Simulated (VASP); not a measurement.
These are PBE GGA with D4 dispersion, VASP's PBE PAW potentials (set 64) (plane waves; VASP 6.6.1) values and carry that method's errors.

VASP input:

KPOINTS:
```
Regular mesh
0
gamma
7 7 7
```

### POSCAR
```
Li2Se
1
    0.0000000000     3.0263261607     3.0263261607
    3.0263261607     0.0000000000     3.0263261607
    3.0263261607     3.0263261607     0.0000000000
Li Se
2 1
Direct
  0.2500000000   0.2500000000   0.2500000000
  0.7500000000   0.7500000000   0.7500000000
  0.0000000000   0.0000000000   0.0000000000
```

### INCAR
```
SYSTEM  =  Li2Se
PREC  =  Accurate; ENCUT  =  520; LREAL  =  F
LASPH  =  T
EDIFF  =  1E-7; NELM  =  100; ALGO  =  Normal
LMAXMIX  =  4
ISMEAR  =  0; SIGMA  =  0.05
GGA  =  PE; IVDW  =  13
ISIF  =  2
LWAVE  =  F; LCHARG  =  F
```

POTCAR, in this order: Li_sv Se (PBE.64 set). Program: vasp_std.

**Question.** Predict the energy per atom (σ→0), dispersion energy, pressure.

**Answer.** 
The energy per atom (σ→0) is -3.822 eV/atom. The dispersion energy is -0.336 eV and the pressure is -1.90 GPa.

### OSZICAR
```
...
DAV:   9    -0.111300276434E+02   -0.12267E-03   -0.13632E-03   574   0.218E-01    0.104E-01
DAV:  10    -0.111303907776E+02   -0.36313E-03   -0.66839E-04   420   0.160E-01    0.406E-02
DAV:  11    -0.111303956409E+02   -0.48633E-05   -0.31904E-05   548   0.406E-02    0.671E-03
DAV:  12    -0.111304017882E+02   -0.61473E-05   -0.91702E-06   428   0.207E-02    0.379E-03
DAV:  13    -0.111304013090E+02    0.47920E-06   -0.21505E-07   594   0.429E-03    0.136E-03
DAV:  14    -0.111304011122E+02    0.19677E-06   -0.65312E-08   416   0.186E-03    0.230E-04
DAV:  15    -0.111304011278E+02   -0.15594E-07   -0.79539E-09   228   0.849E-04
   1 F= -.11466397E+02 E0= -.11466397E+02  d E =-.544265E-21
```

The compound is Li2Se in the antifluorite structure. This cell is one point of a volume scan, at 1.06 of the reference volume.
